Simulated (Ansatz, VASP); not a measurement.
## Si4F: VASP beside Ansatz

```xyz
20
Lattice="7.6672 0.0000 0.0000 -3.8336 6.6400 0.0000 0.0000 0.0000 21.5371" Properties=species:S:1:pos:R:3 pbc="T T T"
Si    3.8336    2.2133    9.6245
Si    1.9168    5.5333    9.6245
Si    0.0000    2.2133    9.6245
Si   -1.9168    5.5333    9.6245
Si    1.9168    3.3200   10.4070
Si    3.8336    0.0000   10.4070
Si   -1.9168    3.3200   10.4070
Si    0.0000    0.0000   10.4070
Si   -1.9168    3.3200   12.7801
Si    0.0000    0.0000   12.7801
Si    1.9168    3.3200   12.7801
Si    3.8336    0.0000   12.7801
Si    3.8336    4.4267   13.4619
Si    5.7504    1.1067   13.4619
Si    0.0000    4.4267   13.4619
Si    1.9168    1.1067   13.4619
F     3.8336    2.2133    8.0041
F     1.9168    5.5333    8.0041
F     0.0000    2.2133    8.0041
F    -1.9168    5.5333    8.0041
```

Alike in both runs: functional PBE; dispersion D3(BJ); k mesh 3 × 3 × 1; occupations gaussian, width 0.05 eV; no spin polarisation.

Ansatz relaxed the structure, and its values are those at the end. VASP's run is a single point on that final structure, the one shown.

|  | VASP | Ansatz |
| --- | --- | --- |
| version | VASP 6.6.1 | Ansatz 0.2.0 |
| potentials or method | VASP PAW PBE potentials, release 64 (Si, F) | scalar-relativistic, plane waves, PAW |
| plane-wave cutoff (eV) | 520 | 420 |
| valence electrons in the cell | 92 | 92 |

|  | VASP | Ansatz | Ansatz less VASP |
| --- | --- | --- | --- |
| gap on the k mesh at the Fermi level (eV) | none | none | - |
| rms of the force components (eV/Å) | 0.102 | 0.042 | -0.0606 |

A gap of «none» marks a metal or a gap that the smearing closes. Ansatz warned: «xc_potential_rough_in_thin_density».
